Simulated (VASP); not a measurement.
Here is a VASP 6.6.1 calculation.

The input INCAR:

```
SYSTEM = Ca3ZnSe4
ALGO = Normal
EDIFF = 1E-7
ENCUT = 520
GGA = PE
ISIF = 2
ISMEAR = 0
LASPH = .True.
LCHARG = .False.
LREAL = .False.
LWAVE = .False.
NBANDS = 43
NELM = 100
PREC = Accurate
SIGMA = 0.05
```

The input KPOINTS:

```
k-points
0
Gamma
  4 4 4
  0 0 0
```

POSCAR

```
Ca3ZnSe4
1.0
    6.3818350000      0.0000000000      0.0000000000
    0.0000000000      6.3818350000      0.0000000000
    0.0000000000      0.0000000000      6.3818350000
Se Zn Ca
4 1 3
Direct
    0.2300930000      0.2300930000      0.2300930000
    0.2300930000      0.7699070000      0.7699070000
    0.7699070000      0.2300930000      0.7699070000
    0.7699070000      0.7699070000      0.2300930000
    0.0000000000      0.0000000000      0.0000000000
    0.5000000000      0.0000000000      0.5000000000
    0.5000000000      0.5000000000      0.0000000000
    0.0000000000      0.5000000000      0.5000000000
```

Potentials or basis: VASP PAW PBE potentials, release 64 (Se, Zn, Ca_sv).

The run is started by

```sh
$ cat potpaw_PBE.64/Se/POTCAR potpaw_PBE.64/Zn/POTCAR potpaw_PBE.64/Ca_sv/POTCAR > POTCAR
$ mpirun -np 1 vasp_std > vasp.out
```

Estimate the pressure.

0.0 GPa.

Estimate the largest force.

0.027 eV/Å.

What does it give for the band gap on the k mesh?

2.04 eV, indirect (least direct gap 2.10 eV).

Forces in eV/Å, atoms in the order of the input:
```
Se  -0.016 -0.016 -0.016
Se  -0.016  0.016  0.016
Se   0.016 -0.016  0.016
Se   0.016  0.016 -0.016
Zn   0.000  0.000  0.000
Ca   0.000  0.000  0.000
Ca   0.000  0.000  0.000
Ca   0.000  0.000  0.000
```

A k mesh can miss the band edges.
